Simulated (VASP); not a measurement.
Input:

```xyz
1
Lattice="0.0000 1.9600 1.9600 1.9600 0.0000 1.9600 1.9600 1.9600 0.0000" Properties=species:S:1:pos:R:3 pbc="T T T"
Pt     0.0000     0.0000     0.0000
```

The numbers are results of PBE GGA, VASP's PBE PAW potentials (set 64) (plane waves; VASP), not measurements. Numerical set-up: 400 eV cut-off, 16×16×16 Γ-centred mesh, first-order Methfessel-Paxton smearing of 0.10 eV, potentials Pt.

### Question
Give the stress tensor in GPa (positive for a compressed cell).

### Answer

```
9.77  0.00  0.00
0.00  9.77  0.00
0.00  0.00  9.77
```
The pressure is its mean diagonal, 9.77 GPa.

The compound is Pt in the fcc structure. The cell was not relaxed at this level. The run is one of a series of settings (KPOINTS 16×16×16 Γ-centred mesh against the base run), some of them coarse on purpose.
